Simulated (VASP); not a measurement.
C:

```
CELL_PARAMETERS angstrom
2.46100 0.00000 0.00000
-1.23050 2.13129 0.00000
0.00000 0.00000 8.04960
ATOMIC_POSITIONS crystal
C 0.00000 0.00000 0.25000
C 0.33333 0.66667 0.25000
C 0.00000 0.00000 0.75000
C 0.66667 0.33333 0.75000
```

The cell was built by a generator and needn't be a form met in nature.

Base run:

```yaml
Program: VASP 6.6.1
Functional: PBE
Dispersion: MBD
Potentials_or_basis: VASP PAW PBE potentials, release 64 (C)
Cutoff: 520 eV
k_mesh: 16 × 16 × 4
Occupations: fermi-dirac, width 0.05 eV
Spin: no spin polarisation
```

Its results: band gap on the k mesh 1.00 eV, direct; pressure 0.2 GPa.

Question: The run is repeated on the same cell with these changes: dispersion from MBD to none. What comes out?

Answer: Band gap on the k mesh 1.00 eV, direct; pressure 2.0 GPa.

Dispersion adds attraction, which lowers the pressure at fixed volume.

Caveats: this functional lacks dispersion, which binds the layers, so the pressure and a relaxed spacing across them are unreliable (some runs).

A k mesh can miss the band edges.
